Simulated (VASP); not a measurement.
Given:

```yaml
crystal:
  lattice:
    - [2.80768, 0.00000, 0.00000]
    - [0.00000, 2.80768, 0.00000]
    - [0.00000, 0.00000, 2.80768]
  atoms:
    - { symbol: Pt, position: [0.00000, 0.00000, 0.00000] }
    - { symbol: C, position: [0.50000, 0.50000, 0.50000] }
```

These are PBE GGA, VASP's PBE PAW potentials (set 64) (plane waves; VASP 6.6.1) values and carry that method's errors. Settings: 520 eV cut-off, 12×12×12 Γ-centred mesh, first-order Methfessel-Paxton smearing of 0.10 eV, potentials Pt C.

Unless said otherwise, spin-orbit coupling is left out, though it shifts the bands of the heavy elements here.

Predict the energy per atom (σ→0), band gap (on the k-mesh) with the smallest direct gap where there is one.

| Item | Result |
|---|---|
| band gap (on the k-mesh) | none (metal, semimetal or under 0.01 eV) |
| energy per atom (σ→0) | -5.674 eV/atom |

Total energies compare only between runs with the same potentials, cut-off and functional.

The structure was generated: PtC was put into the CsCl type type (Pm-3m), which need not be its known phase. It was relaxed first, which changed the volume by +6 %. The start is the result of an earlier pass.
